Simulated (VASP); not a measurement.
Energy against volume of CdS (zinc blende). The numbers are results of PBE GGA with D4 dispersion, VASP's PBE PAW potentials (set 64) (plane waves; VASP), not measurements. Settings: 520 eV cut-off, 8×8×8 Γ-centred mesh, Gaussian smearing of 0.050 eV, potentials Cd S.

| V (Å³/atom) | E (eV/atom) |
|---|---|
| 24.449 | -3.37116 |
| 25.205 | -3.37572 |
| 25.961 | -3.37188 |
| 26.717 | -3.36097 |

Fit these four points and predict the energy of the run at 23.693 Å³/atom.

A cubic in V^(−2/3), the third-order Birch-Murnaghan form, passes through the four points with V0 = 25.22 Å³/atom and B0 = 59 GPa, and gives -3.3566 eV/atom there. The run gave -3.3567 eV/atom, -0.1 meV/atom from the fit; all five points give B0 = 59 GPa.

The compound is CdS in the zinc blende structure, a metastable form; wurtzite is the usual one. It was relaxed first.
